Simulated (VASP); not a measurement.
Consider the following.

```yaml
crystal:
  lattice:
    - [-1.65984, 1.65984, 1.65984]
    - [1.65984, -1.65984, 1.65984]
    - [1.65984, 1.65984, -1.65984]
  atoms:
    - { symbol: Ta, position: [0.00000, 0.00000, 0.00000] }
```

Level of theory: PBE GGA, VASP's PBE PAW potentials (set 64) (plane waves; VASP). Run with 520 eV cut-off, 15×15×15 Γ-centred mesh, first-order Methfessel-Paxton smearing of 0.10 eV, potentials Ta_pv.

Unless said otherwise, spin-orbit coupling is left out, though it shifts the bands of the heavy elements here.

Question: Estimate the energy per atom (σ→0), band gap (on the k-mesh) with the smallest direct gap where there is one.

Answer: 
- band gap (on the k-mesh): none (metal, semimetal or under 0.01 eV)
- energy per atom (σ→0): -11.811 eV/atom

Only differences to runs with the same potentials and settings are physical.

The compound is Ta in the bcc structure. It was relaxed first.
